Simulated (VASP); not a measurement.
A run of VASP 6.6.1:

File INCAR:

```
SYSTEM = Sn2HBr3
  PREC = Accurate
  ENCUT = 520
  EDIFF = 1E-6
  ISMEAR = 0
  SIGMA = 0.03
  LREAL = .FALSE.
  LASPH = .TRUE.
  NELM = 150
  ALGO = Normal
  ISIF = 2
  LWAVE = .FALSE.
  LCHARG = .FALSE.
  METAGGA = R2SCAN
  LMIXTAU = .TRUE.
  KPAR = 4
```

Contents of KPOINTS:

```
regular mesh
0
G
  4 4 4
  0 0 0
```

The input POSCAR:

```
Sn2HBr3                                 
1.0
    4.8734461669      2.8136854499      2.5935213181
   -4.8734461669      2.8136854499      2.5935213181
    0.0000000000     -5.6273709092      2.5935213174
  Sn              H               Br            
     2     1     3
Direct
     0.7652877134126406    0.7652877134126406    0.7652877134124274
     0.2347122865873594    0.2347122865873594    0.2347122865875726
     0.5000000000000000    0.5000000000000000    0.5000000000000000
     0.0000000000000000    0.5000000000000000    0.0000000000000000
     0.0000000000000000    0.0000000000000000    0.5000000000000000
     0.5000000000000000    0.0000000000000000    0.0000000000000000
```

Potentials or basis: VASP PAW PBE potentials, release 64 (Sn_d, H, Br).

Command:

```sh
$ cat potpaw_PBE.64/Sn_d/POTCAR potpaw_PBE.64/H/POTCAR potpaw_PBE.64/Br/POTCAR > POTCAR
$ mpirun -np 4 vasp_std > vasp.out
```

Hardware: 4 MPI ranks on Intel(R) Xeon(R) Platinum 8488C (Sapphire Rapids), on a shared host.

Q: How long does it take, and how much memory?

A: Run time: 2.1 min on 4 MPI ranks on Intel(R) Xeon(R) Platinum 8488C (Sapphire Rapids), with other jobs on the host, peak memory 0.41 GiB a rank. Counts: scf iterations 20, k points 13.
